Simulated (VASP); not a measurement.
OSZICAR of a VASP run on PtAl2 (fluorite):

File OSZICAR:
```
       N       E                     dE             d eps       ncg     rms          rms(c)
DAV:   1     0.533871760824E+02    0.53387E+02   -0.68316E+03   872   0.114E+03
DAV:   2    -0.147884419551E+02   -0.68176E+02   -0.61192E+02   988   0.188E+02
DAV:   3    -0.167995205911E+02   -0.20111E+01   -0.19851E+01  1040   0.323E+01
DAV:   4    -0.168175049662E+02   -0.17984E-01   -0.17978E-01   984   0.361E+00
DAV:   5    -0.168177838961E+02   -0.27893E-03   -0.27892E-03  1084   0.475E-01    0.886E+00
DAV:   6    -0.163492186136E+02    0.46857E+00   -0.24866E+00   996   0.156E+01    0.228E+00
DAV:   7    -0.162716914716E+02    0.77527E-01   -0.18472E-01   920   0.442E+00    0.171E+00
DAV:   8    -0.162417600284E+02    0.29931E-01   -0.29813E-02   980   0.174E+00    0.249E-01
DAV:   9    -0.162417763223E+02   -0.16294E-04   -0.18797E-03  1004   0.424E-01    0.163E-01
DAV:  10    -0.162419111071E+02   -0.13478E-03   -0.32635E-04   932   0.154E-01    0.172E-02
DAV:  11    -0.162419085240E+02    0.25830E-05   -0.17153E-05  1048   0.442E-02    0.782E-03
DAV:  12    -0.162419101334E+02   -0.16094E-05   -0.51620E-06   932   0.175E-02    0.238E-03
DAV:  13    -0.162419100567E+02    0.76728E-07   -0.64701E-07  1040   0.828E-03
   1 F= -.17545209E+02 E0= -.17545611E+02  d E =0.120646E-02
```

**Question.** Which electronic solver shows in the log?

**Answer.** It is blocked Davidson (ALGO = Normal, or the opening steps of other solvers). The INCAR had ALGO = Normal.

**Question.** Can the final energy be trusted as converged?

**Answer.** Self-consistency was reached. It stopped with EDIFF = 1E-7, NELM = 100 (PBE GGA with D3 dispersion (Becke-Johnson damping), plane waves, VASP's PBE PAW potentials (set 64)).

The compound is PtAl2 in the fluorite structure. It was relaxed first.
